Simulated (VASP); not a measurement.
# Quasiparticle energies of BAs in VASP

How does the gap of BAs change from the starting functional to GW? The cell is of the zinc-blende type, one of the forms listed for this formula. The start is a cell from a database of measured crystal structures.

Main program and level: VASP 6.6.1; PBE; plane waves and PAW (As_GW, B_GW), in the first sound run; inputs show where later runs differ.

Report form: the programs' logs are mostly left out.

### 1. The starting structure

It takes space group F-43m (No. 216, cubic). The conventional cell has a = 4.777 Å, b = 4.777 Å, c = 4.777 Å, α = 90.00°, β = 90.00°, γ = 90.00°. As has 4 B at 2.07 Å nearest. Nearest to B lie 4 As at 2.07 Å. Farther neighbours are not listed.

As a file:

```cif
data_structure
_symmetry_space_group_name_H-M 'F-43m'
_symmetry_Int_Tables_number 216
_cell_length_a 4.7770
_cell_length_b 4.7770
_cell_length_c 4.7770
_cell_angle_alpha 90.000
_cell_angle_beta 90.000
_cell_angle_gamma 90.000
_cell_volume 109.01
loop_
_atom_site_label
_atom_site_type_symbol
_atom_site_symmetry_multiplicity
_atom_site_Wyckoff_symbol
_atom_site_fract_x
_atom_site_fract_y
_atom_site_fract_z
_atom_site_occupancy
As1 As 4 c 0.25000 0.25000 0.25000 1
B1 B 4 a 0.00000 0.00000 0.00000 1
```

### 2. Ground state

The orbitals come from a self-consistent PBE run with a tight EDIFF and a narrow smearing. KPOINTS_OPT adds the bands along a path, which shows whether the mesh holds the band edges.

Contents of INCAR:

```
SYSTEM = BAs
PREC = Accurate
ENCUT = 340
EDIFF = 1E-08
NELM = 100
ISMEAR = 0
SIGMA = 0.01
LREAL = .FALSE.
ALGO = Normal
GGA = PE
NBANDS = 10
LORBIT = 11
LWAVE = .TRUE.
LCHARG = .FALSE.
KPAR = 4
```

Contents of POSCAR:

```
BAs
1.0
    0.0000000000      2.3885000000      2.3885000000
    2.3885000000      0.0000000000      2.3885000000
    2.3885000000      2.3885000000      0.0000000000
As B
1 1
Direct
    0.7500000000      0.7500000000      0.7500000000
    0.0000000000      0.0000000000      0.0000000000
```

Contents of KPOINTS:

```
Automatic mesh
0
Gamma
6 6 6
0 0 0
```

Contents of KPOINTS_OPT:

```
Line mode
12
Line-mode
Reciprocal
  0.00000000   0.00000000   0.00000000 GAMMA
  0.50000000   0.00000000   0.50000000 X

  0.50000000   0.00000000   0.50000000 X
  0.50000000   0.25000000   0.75000000 W

  0.50000000   0.25000000   0.75000000 W
  0.37500000   0.37500000   0.75000000 K

  0.37500000   0.37500000   0.75000000 K
  0.00000000   0.00000000   0.00000000 GAMMA

  0.00000000   0.00000000   0.00000000 GAMMA
  0.50000000   0.50000000   0.50000000 L

  0.50000000   0.50000000   0.50000000 L
  0.62500000   0.25000000   0.62500000 U

  0.62500000   0.25000000   0.62500000 U
  0.50000000   0.25000000   0.75000000 W

  0.50000000   0.25000000   0.75000000 W
  0.50000000   0.50000000   0.50000000 L

  0.50000000   0.50000000   0.50000000 L
  0.37500000   0.37500000   0.75000000 K

  0.62500000   0.25000000   0.62500000 U
  0.50000000   0.00000000   0.50000000 X
```

PAW data sets: As_GW and B_GW (PBE family, release 64).

Launch:

```bash
> mpirun -np 4 vasp_std
```

Wall time 4.8 s (4 MPI ranks of Intel Xeon Platinum 8488C (Sapphire Rapids), shared host); peak memory 0.49 GiB; 16 s of CPU time.

This step gave:

- free energy (TOTEN): -11.38 eV
- Fermi energy: 6.285 eV
- pressure: 2.923 GPa
- least gap on mesh and path: 1.168 eV
- least direct gap on mesh and path: 3.266 eV

The highest empty bands on the path are converged less tightly, to about 0.1 eV. Electronic bands along the path, in eV, zero at the valence-band top; v1 is the highest filled band, c1 the lowest empty one:

```
          point     v3     v2     v1    c1    c2     c3     c4
              Γ   0.00   0.00   0.00  3.27  3.27   3.27   4.65
0.55 of the way  -4.61  -2.94  -2.94  1.52  4.11   7.87   7.87
              X  -8.54  -4.08  -4.08  1.42  1.43  11.35  11.35
0.45 of the way  -8.37  -4.72  -4.62  2.65  2.75   9.93  10.24
              W  -8.07  -5.49  -5.20  5.24  5.92   6.79   7.02
0.55 of the way  -8.11  -5.83  -4.20  3.14  5.61   8.14   8.69
              K  -8.15  -5.96  -3.49  2.03  5.53   9.20   9.74
0.55 of the way  -4.66  -3.39  -0.93  3.97  4.61   5.47   6.97
              Γ   0.00   0.00   0.00  3.27  3.27   3.27   4.65
0.55 of the way  -5.46  -1.26  -1.26  2.99  4.72   4.72   8.16
              L  -8.80  -1.82  -1.82  2.67  4.77   4.77   8.86
0.55 of the way  -8.34  -4.53  -2.67  2.92  6.18   6.72   8.69
              U  -8.15  -5.96  -3.49  2.03  5.53   9.20   9.74
0.45 of the way  -8.11  -5.83  -4.20  3.14  5.61   8.14   8.69
              W  -8.07  -5.49  -5.20  5.24  5.92   6.79   7.02
0.45 of the way  -8.22  -4.84  -3.29  4.04  4.86   7.63   9.07
              L  -8.80  -1.82  -1.82  2.67  4.77   4.77   8.86
0.45 of the way  -8.47  -3.95  -2.47  3.12  5.58   6.20   9.01
              K  -8.15  -5.96  -3.49  2.03  5.53   9.20   9.74
      jump to U  -8.15  -5.96  -3.49  2.03  5.53   9.20   9.74
0.55 of the way  -8.45  -4.80  -3.96  1.55  2.58  10.79  10.87
              X  -8.54  -4.08  -4.08  1.42  1.43  11.35  11.35
```

Of the projections kept (As, B), the largest for each band there; the rest of the weight can lie on other orbitals:

```csv
point,v3,v2,v1,c1,c2,c3,c4
Γ,As 0.52,As 0.52,As 0.52,As 0.68,As 0.68,As 0.68,B 0.55
X,B 0.59,As 0.58,As 0.58,As 0.50,As 0.63,B 0.54,B 0.54
W,B 0.63,As 0.66,As 0.55,B 0.71,B 0.65,As 1.00,As 0.64
K,B 0.60,As 0.61,As 0.57,As 0.56,B 0.56,As 0.51,As 0.53
Γ,As 0.52,As 0.52,As 0.52,As 0.68,As 0.68,As 0.68,B 0.55
L,As 0.51,As 0.55,As 0.55,As 0.50,As 0.65,As 0.65,B 0.76
```

The cell has a gap of 1.17 eV on mesh and path and a pressure of +2.9 GPa, which holds the misfit of the given cell and coordinates with this functional, and any error of cutoff, mesh and data sets. Spin-orbit coupling is left out, which can shift or reorder these edges.

### 3. Empty bands, functional PBE

The next step needs empty bands that the ground-state run didn't converge, so the Hamiltonian is diagonalised exactly for NBANDS bands, in a single step. LOPTICS writes the k-derivatives of the orbitals (WAVEDER), which give the long-wavelength limit of the screening.

Contents of INCAR:

```
SYSTEM = BAs
PREC = Accurate
ENCUT = 340
ISMEAR = 0
SIGMA = 0.01
LREAL = .FALSE.
GGA = PE
NBANDS = 152
ALGO = Exact
NELM = 1
LWAVE = .TRUE.
LCHARG = .FALSE.
LOPTICS = .TRUE.
NEDOS = 1000
CSHIFT = 0.1
```

POSCAR is that of step 2.

KPOINTS is that of step 2.

Launch:

```bash
> mpirun -np 4 vasp_std
```

The job ended after 3.6 s (4 MPI ranks; peak memory 0.48 GiB; 10 s of CPU time).

The gap is read on the k-mesh alone, so it is an upper bound where the band edges lie off the mesh.

A gap read on the k-mesh alone can miss the band edges.

This step gave:

```
gap on the k-mesh              : 1.265 eV
least direct gap on the k-mesh : 3.266 eV
```

WAVECAR now holds 152 bands for 8 electrons. Its independent-particle dielectric tensor has xx, yy, zz = 11.6, 11.6, 11.6 on this mesh, which isn't tested for convergence in mesh or bands and lacks local fields.

### 4. evGW0

This step: evGW0 on PBE; plane waves and PAW (As_GW, B_GW) (VASP 6.6.1).

The lowest NBANDSGW levels in G are updated for four passes while W stays fixed, so the result depends less on the starting levels.

Contents of INCAR:

```
SYSTEM = BAs
PREC = Accurate
ENCUT = 340
ISMEAR = 0
SIGMA = 0.01
LREAL = .FALSE.
GGA = PE
NBANDS = 152
ALGO = EVGW0
NELMGW = 4
ENCUTGW = 180
NOMEGA = 48
PRECFOCK = Fast
NBANDSGW = 12
LWAVE = .FALSE.
LCHARG = .FALSE.
```

POSCAR is that of step 3.

KPOINTS is that of step 3.

Launch:

```bash
> mpirun -np 4 vasp_std
```

It took 4.2 min on 4 MPI ranks; peak memory 0.95 GiB; 17 min of CPU time.

Numbers from this step:

```yaml
quasiparticle_gap_on_the_mesh: 1.988 eV
smallest_direct_quasiparticle_gap_on_the_mesh: 4.227 eV
gap_of_the_starting_orbitals_on_the_mesh: 1.265 eV
```

QP gap by iteration, by row:

```
iteration  gap (eV)  direct gap (eV)
        1     1.897            4.112
        2     1.976            4.211
        3     1.986            4.225
        4     1.988            4.227
```

GW takes the gap from 1.265 to 1.988 eV. The mesh misses a band edge: at the starting level the path gave a gap 0.10 eV smaller. Spin-orbit coupling is left out. The value holds for 152 bands, ENCUTGW = 180 eV and this mesh, and isn't shown to be converged in them.

### 5. evGW

This step: evGW on PBE; plane waves and PAW (As_GW, B_GW) (VASP 6.6.1).

The levels are updated in both G and W; wider gaps weaken the screening and open the gap further.

Edit INCAR of step 4 so:

```diff
@@ -8,3 +8,3 @@
 NBANDS = 152
-ALGO = EVGW0
+ALGO = EVGW
 NELMGW = 4
```

POSCAR is that of step 4.

KPOINTS is that of step 4.

Launch:

```bash
> mpirun -np 4 vasp_std
```

It took 3.9 min on 4 MPI ranks; peak memory 0.95 GiB.

Numbers from this step:

```
quasiparticle gap on the mesh                 : 2.089 eV
smallest direct quasiparticle gap on the mesh : 4.346 eV
```

QP gap by iteration, by row:

```
iteration  gap (eV)  direct gap (eV)
        1     1.897            4.112
        2     2.042             4.29
        3     2.079            4.334
        4     2.088            4.346
```

GW takes the gap from 1.265 to 2.089 eV. That is +100 meV against evGW0 on PBE. The last pass still moved it by +10 meV. The mesh misses a band edge: at the starting level the path gave a gap 0.10 eV smaller. Spin-orbit coupling is left out. The value holds for 152 bands, ENCUTGW = 180 eV and this mesh, and isn't shown to be converged in them.

### 6. QPGW0

This step: QPGW0 on PBE; plane waves and PAW (As_GW, B_GW) (VASP 6.6.1).

Here the orbitals are updated too, by diagonalising a Hermitian self-energy in the bands up to NBANDSGW.

Edit INCAR of step 5 so:

```diff
@@ -8,3 +8,3 @@
 NBANDS = 152
-ALGO = EVGW
+ALGO = QPGW0
 NELMGW = 4
@@ -13,3 +13,3 @@
 PRECFOCK = Fast
-NBANDSGW = 12
+NBANDSGW = 20
 LWAVE = .FALSE.
```

POSCAR is that of step 5.

KPOINTS is that of step 5.

Launch:

```bash
> mpirun -np 4 vasp_std
```

Elapsed: 16 min, on 4 MPI ranks; peak memory 1.7 GiB.

This step gave:

```
quasiparticle gap on the mesh                 : 2.025 eV
smallest direct quasiparticle gap on the mesh : 4.270 eV
```

QP gap by iteration, by row:

| iteration | gap (eV) | direct gap (eV) |
| --- | --- | --- |
| 1 | 1.902 | 4.13 |
| 2 | 1.988 | 4.236 |
| 3 | 2.011 | 4.26 |
| 4 | 2.025 | 4.27 |

GW takes the gap from 1.265 to 2.025 eV. That is +37 meV against evGW0 on PBE. The last pass still moved it by +14 meV. The mesh misses a band edge: at the starting level the path gave a gap 0.10 eV smaller. Spin-orbit coupling is left out. The value holds for 152 bands, ENCUTGW = 180 eV and this mesh, and isn't shown to be converged in them.

### 7. Orbitals for another starting point

This step: PBE; plane waves and PAW (As_GW, B_GW) (VASP 6.6.1).

A hybrid converges faster from good orbitals, so a cheap PBE run writes WAVECAR first.

Contents of INCAR:

```
SYSTEM = BAs
PREC = Accurate
ENCUT = 340
EDIFF = 1E-05
NELM = 100
ISMEAR = 0
SIGMA = 0.01
LREAL = .FALSE.
ALGO = Normal
GGA = PE
NBANDS = 10
LORBIT = 11
LWAVE = .TRUE.
LCHARG = .FALSE.
KPAR = 4
```

POSCAR is that of step 6.

KPOINTS is that of step 6.

Launch:

```bash
> mpirun -np 4 vasp_std
```

The job ended after 1.8 s (4 MPI ranks; peak memory 0.45 GiB; 4 s of CPU time).

This step gave:

| Quantity | Value |
| --- | --- |
| Fermi energy | 6.289 eV |
| pressure | 2.943 GPa |
| gap on the k-mesh | 1.264 eV |

The run ends at a pressure of 2.94 GPa.

### 8. Another starting point

This step: HSE06; plane waves and PAW (As_GW, B_GW) (VASP 6.6.1).

To see how much the result owes to its start, the ground state is made again with HSE06. EDIFF is tight for accurate orbitals, and a narrow smearing avoids fractional occupations.

Contents of INCAR:

```
SYSTEM = BAs
PREC = Accurate
ENCUT = 340
EDIFF = 1E-08
NELM = 100
ISMEAR = 0
SIGMA = 0.01
LREAL = .FALSE.
ALGO = Normal
LHFCALC = .TRUE.
AEXX = 0.25
GGA = PE
HFSCREEN = 0.2
LASPH = .TRUE.
NBANDS = 10
PRECFOCK = Fast
LORBIT = 11
LWAVE = .TRUE.
LCHARG = .FALSE.
KPAR = 4
```

POSCAR is that of step 7.

KPOINTS is that of step 7.

The run starts from files that an earlier step left in the folder.

Launch:

```bash
> mpirun -np 4 vasp_std
```

Run time: 29 s. Hardware: 4 MPI ranks; peak memory 0.82 GiB; 1.8 min of CPU time.

The PAW data sets were made with PBE, which is usual practice but a small mismatch for other functionals.

This step gave:

```
free energy (TOTEN)            : -13.24 eV
Fermi energy                   : 5.796 eV
gap on the k-mesh              : 1.951 eV
least direct gap on the k-mesh : 4.129 eV
```

### 9. Empty bands, functional HSE06

ALGO = Exact makes the empty bands from the converged ground state in one step. LOPTICS writes the k-derivatives of the orbitals (WAVEDER), which give the long-wavelength limit of the screening.

Contents of INCAR:

```
SYSTEM = BAs
PREC = Accurate
ENCUT = 340
ISMEAR = 0
SIGMA = 0.01
LREAL = .FALSE.
LHFCALC = .TRUE.
AEXX = 0.25
GGA = PE
HFSCREEN = 0.2
LASPH = .TRUE.
NBANDS = 152
PRECFOCK = Fast
ALGO = Exact
NELM = 1
LWAVE = .TRUE.
LCHARG = .FALSE.
LOPTICS = .TRUE.
NEDOS = 1000
CSHIFT = 0.1
```

POSCAR is that of step 8.

KPOINTS is that of step 8.

The run starts from files that an earlier step left in the folder.

Launch:

```bash
> mpirun -np 4 vasp_std
```

Wall time 70 s (4 MPI ranks); peak memory 0.93 GiB; 4.6 min of CPU time.

### 10. G0W0

This step: G0W0 on HSE06; plane waves and PAW (As_GW, B_GW) (VASP 6.6.1).

G0W0 keeps orbitals and screening fixed and shifts each of the lowest NBANDSGW levels once.

Contents of INCAR:

```
SYSTEM = BAs
PREC = Accurate
ENCUT = 340
ISMEAR = 0
SIGMA = 0.01
LREAL = .FALSE.
LHFCALC = .TRUE.
AEXX = 0.25
GGA = PE
HFSCREEN = 0.2
LASPH = .TRUE.
NBANDS = 152
PRECFOCK = Fast
ALGO = EVGW0
NELMGW = 1
ENCUTGW = 180
NOMEGA = 48
NBANDSGW = 12
LWAVE = .FALSE.
LCHARG = .FALSE.
```

POSCAR is that of step 9.

KPOINTS is that of step 9.

The WAVECAR or CHGCAR of an earlier step is read.

Launch:

```bash
> mpirun -np 4 vasp_std
```

The job ended after 53 s (4 MPI ranks; peak memory 1.3 GiB; 3.5 min of CPU time).

This step gave:

* quasiparticle gap on the mesh: 2.191 eV
* smallest direct quasiparticle gap on the mesh: 4.461 eV
* gap of the starting orbitals on the mesh: 1.951 eV

GW takes the gap from 1.951 to 2.191 eV. That is +294 meV against the one-shot pass on PBE. Spin-orbit coupling is left out. The value holds for 152 bands, ENCUTGW = 180 eV and this mesh, and isn't shown to be converged in them.

### 11. Summary

This step: GW series: evGW0 on PBE, evGW on PBE, QPGW0 on PBE, G0W0 on HSE06; plane waves and PAW (VASP 6.6.1).

This step runs nothing: it gathers the runs above.

Cost is wall time times ranks on a shared host, with the step that makes the empty bands. GW runs:

```
        level  bands  ENCUTGW (eV)  NOMEGA  k mesh  starting gap (eV)  quasiparticle gap (eV)  direct gap (eV)  cost (core minutes)
 evGW0 on PBE    152           180      48   6x6x6              1.265                   1.988            4.227                16.91
  evGW on PBE    152           180      48   6x6x6              1.265                   2.088            4.346                15.98
 QPGW0 on PBE    152           180      48   6x6x6              1.265                   2.025             4.27                65.59
G0W0 on HSE06    152           180      48   6x6x6              1.951                   2.191            4.461                  8.2
```

### 12. Results

```yaml
evgw0_on_pbe_152_bands_encutgw_180_ev_nomega_48_mesh_6x6x6: 1.265 → 1.988 eV
evgw_on_pbe_152_bands_encutgw_180_ev_nomega_48_mesh_6x6x6: 1.265 → 2.089 eV
qpgw0_on_pbe_152_bands_encutgw_180_ev_nomega_48_mesh_6x6x6: 1.265 → 2.025 eV
g0w0_on_hse06_152_bands_encutgw_180_ev_nomega_48_mesh_6x6x6: 1.951 → 2.191 eV
```

What this shows: evGW0 gives a quasiparticle gap of 1.988 eV on the mesh, 0.72 eV over the PBE gap on the same mesh. On mesh and path the starting valence top lies at Γ and the conduction bottom at (0.409, 0, 0.409), so the starting gap is indirect. The GW mesh misses an edge: at the starting level the gap along the path is 0.10 eV smaller, and with that offset the quasiparticle gap would be about 1.89 eV. Over the final values of the levels run here the gap spans 1.99 to 2.19 eV. In evGW0 the first pass, which is the one-shot result, gives 1.897 eV and pass 4 gives 1.988 eV; the last pass changed the gap by +2 meV, so the loop is converged. In evGW the first pass, which is the one-shot result, gives 1.897 eV and pass 4 gives 2.088 eV; the last pass changed the gap by +10 meV, so the loop is converged. In QPGW0 the first pass gives 1.902 eV and pass 4 gives 2.025 eV; the last pass changed the gap by +14 meV, so more passes would move it further. One-shot gaps: 1.897 eV from PBE and 2.191 eV from HSE06. The starting gaps span 0.69 eV and the one-shot gaps 0.29 eV. Bands, response cutoff and mesh weren't tested for convergence. Spin-orbit coupling is left out; with As in the cell it can split or shift band edges, by an amount that depends on which atoms form them and isn't tested here. Not tabulated here, as repeats of values shown or as unfit to read for their mesh, reference level or band range: eps2 curves (empty bands); eps1 curves and static values (empty bands); gaps (empty bands).

[Lines on the potential files, build, host, timing and source positions are cut from VASP's logs without a mark.]

[Logs are printed without paths, hosts, clocks, repeated set-up lines and the standing remarks that a program may print on its own settings, such as how far it seeks lower states.]

[Hosts, paths, dates, database ids (printed as entryN), source tags and the programs' standing remarks are cut or masked in the printed files.]

[Pressures printed for these runs are not shown converged in the cutoff: they can be off by several GPa and have the wrong sign.]
